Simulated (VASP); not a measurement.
Si2B3:

```
CELL_PARAMETERS angstrom
2.21162 1.27688 3.19083
-2.21162 1.27688 3.19083
0.00000 -2.55376 3.19083
ATOMIC_POSITIONS crystal
Si 0.00000 0.00000 0.00000
Si 0.50000 0.50000 0.50000
B 0.50000 0.50000 0.00000
B 0.00000 0.50000 0.50000
B 0.50000 0.00000 0.50000
```

The cell was built by a generator and needn't be a form met in nature.

```yaml
Program: VASP 6.6.1
Task: relaxation of cell and atoms
Functional: PBE
Potentials_or_basis: VASP PAW PBE potentials, release 64 (Si, B)
Cutoff: 520 eV
k_mesh: 5 × 5 × 5
Occupations: gaussian, width 0.15 eV
Spin: no spin polarisation
```

At the start: pressure 1.5 GPa; volume 10.81 Å³/atom.

Question: Where does the relaxation end?

Answer: Over 9 steps the energy falls by 82.6 meV/atom and the volume is 10.76 Å³/atom (-0.5 %); space group R-3m (No. 166, to 0.05 Å).

The path:
```
step  energy change (eV)  largest force (eV/Å)  pressure (GPa)  volume (Å³)
   1              0.0000                0.0000            1.53        54.07
   2             -0.1273                0.0000           -1.67        54.83
   3             -0.2585                0.0000           -5.38        55.73
   4             -0.3537                0.0000           -5.66        57.14
   5             -0.3580                0.0000           -6.14        56.81
   6             -0.3600                0.0000            3.88        53.63
   7             -0.3990                0.0000           -1.42        55.15
   8             -0.4078                0.0000           -0.85        54.69
   9             -0.4129                0.0000            0.38        53.80
```

Final structure:
```
Si B
1.0
     2.07276    1.19671    3.61487
    -2.07276    1.19671    3.61487
     0.00000   -2.39342    3.61487
Si B
2 3
Direct
  0.00000 0.00000 0.00000
  0.50000 0.50000 0.50000
  0.50000 0.50000 0.00000
  0.00000 0.50000 0.50000
  0.50000 0.00000 0.50000
```
